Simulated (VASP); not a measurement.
Output of a VASP run:

File OSZICAR:
```
       N       E                     dE             d eps       ncg     rms          rms(c)
DAV:   1     0.628578963642E+02    0.62858E+02   -0.51979E+03  1232   0.907E+02
DAV:   2    -0.915113361773E+01   -0.72009E+02   -0.67181E+02  1402   0.208E+02
DAV:   3    -0.112208921448E+02   -0.20698E+01   -0.20394E+01  1434   0.390E+01
DAV:   4    -0.112415186402E+02   -0.20626E-01   -0.20613E-01  1366   0.415E+00
DAV:   5    -0.112418671244E+02   -0.34848E-03   -0.34847E-03  1426   0.571E-01    0.609E+00
DAV:   6    -0.111362544434E+02    0.10561E+00   -0.64603E-01  1347   0.890E+00    0.328E+00
DAV:   7    -0.111052488836E+02    0.31006E-01   -0.11432E-01  1265   0.381E+00    0.206E+00
DAV:   8    -0.110950464603E+02    0.10202E-01   -0.33111E-02  1342   0.168E+00    0.236E-01
DAV:   9    -0.110949219943E+02    0.12447E-03   -0.44277E-04  1307   0.179E-01    0.197E-01
DAV:  10    -0.110948039497E+02    0.11804E-03   -0.19779E-04  1278   0.118E-01    0.373E-02
DAV:  11    -0.110947959224E+02    0.80273E-05   -0.29039E-05  1348   0.495E-02    0.102E-02
DAV:  12    -0.110947964192E+02   -0.49681E-06   -0.10518E-06   709   0.107E-02
   1 F= -.11094796E+02 E0= -.11094929E+02  d E =-.110948E+02
       N       E                     dE             d eps       ncg     rms          rms(c)
DAV:   1    -0.110987147256E+02   -0.39188E-02   -0.61602E-02  1310   0.291E+00    0.435E-01
DAV:   2    -0.110956084104E+02    0.31063E-02   -0.31158E-02  1296   0.200E+00    0.199E-01
DAV:   3    -0.110947939398E+02    0.81447E-03   -0.31237E-03  1253   0.657E-01    0.647E-02
DAV:   4    -0.110947346081E+02    0.59332E-04   -0.31392E-04  1277   0.113E-01    0.134E-02
DAV:   5    -0.110947315472E+02    0.30610E-05   -0.16177E-05  1259   0.406E-02    0.123E-02
DAV:   6    -0.110947326495E+02   -0.11024E-05   -0.16368E-06   845   0.140E-02    0.236E-03
DAV:   7    -0.110947324819E+02    0.16759E-06   -0.93404E-07   634   0.103E-02
   2 F= -.11094732E+02 E0= -.11094865E+02  d E =0.639373E-04
       N       E                     dE             d eps       ncg     rms          rms(c)
DAV:   1    -0.110961995532E+02   -0.14669E-02   -0.20672E-02  1302   0.169E+00    0.250E-01
DAV:   2    -0.110951573475E+02    0.10422E-02   -0.10319E-02  1296   0.116E+00    0.116E-01
DAV:   3    -0.110948863490E+02    0.27100E-03   -0.10391E-03  1253   0.376E-01    0.392E-02
DAV:   4    -0.110948618164E+02    0.24533E-04   -0.10039E-04  1285   0.654E-02    0.759E-03
DAV:   5    -0.110948610153E+02    0.80115E-06   -0.47815E-06  1250   0.214E-02
   3 F= -.11094861E+02 E0= -.11094993E+02  d E =-.645960E-04
```

File OUTCAR:
```
------------------------ aborting loop because EDIFF is reached ----------------------------------------
  FORCE on cell =-STRESS in cart. coord.  units (eV):
  Direction    XX          YY          ZZ          XY          YZ          ZX
  --------------------------------------------------------------------------------------
  Total        0.0012856      0.0012856      0.0012856      0.0000000     -0.0000000      0.0000000
  in kB        0.0545473      0.0545473      0.0545473      0.0000000     -0.0000000      0.0000000
  external PRESSURE =       0.0545473 kB  Pullay stress =       0.0000000 kB
  volume of cell :       37.76
      direct lattice vectors                 reciprocal lattice vectors
     3.354934716 -0.000000000  0.000000000     0.298068393 -0.000000000 -0.000000000
     0.000000000  3.354934716 -0.000000000     0.000000000  0.298068393 -0.000000000
     0.000000000  0.000000000  3.354934716    -0.000000000  0.000000000  0.298068393
 POSITION                                       TOTAL-FORCE (eV/Angst)
 -----------------------------------------------------------------------------------
      0.00000      0.00000      0.00000         0.000000      0.000000      0.000000
      1.67747      1.67747      1.67747        -0.000000      0.000000      0.000000
 -----------------------------------------------------------------------------------
    total drift:                               -0.000000      0.000000      0.000000
  FREE ENERGIE OF THE ION-ELECTRON SYSTEM (eV)
  ---------------------------------------------------
  free  energy   TOTEN  =       -11.0948610153 eV

  energy  without entropy=      -11.0952577438  energy(sigma->0) =      -11.09499326

 reached required accuracy - stopping structural energy minimisation
```
(Selected blocks of OUTCAR.)

File POSCAR:
```
PdSb
1
    3.3572298031     0.0000000000     0.0000000000
   -0.0000000000     3.3572298031    -0.0000000000
    0.0000000000    -0.0000000000     3.3572298031
Pd Sb
1 1
Direct
  0.0000000000   0.0000000000   0.0000000000
  0.5000000000   0.5000000000   0.5000000000
```

**Question.** Write an INCAR and KPOINTS that could have produced this output.

**Answer.** Several could match; the one computed here: the input of the run itself, PBEsol GGA, plane waves, VASP's PBE PAW potentials (set 64).

**KPOINTS**
```
Automatic mesh
0
Gamma
  10 10 10
```

INCAR:
```
NELM=100   # most electronic steps
LWAVE=.False.
LCHARG=.False.
ALGO=Normal   # blocked Davidson
IBRION=2   # conjugate gradients
ISMEAR=1   # Methfessel-Paxton
LREAL=.False.
SIGMA=0.1   # width (eV)
NSW=60
SYSTEM=PdSb
EDIFF=1E-6   # SCF stop (eV)
LASPH=.True.
ISIF=3   # ions, shape and volume
GGA=PS
PREC=Accurate
EDIFFG=-0.01   # ionic stop
ENCUT=400
LMAXMIX=4   # l cut-off of mixed one-centre charges
```

POTCAR, in this order: Pd Sb (PBE.64 set). Program: vasp_std.

The structure was generated: PdSb was put into the CsCl type type (Pm-3m), which need not be its known phase. This run relaxes it. Symmetry was kept, so distortions that lower it aren't found. The start is the result of an earlier pass. The electron count is odd and the run is not spin-polarised, which forces a metal.
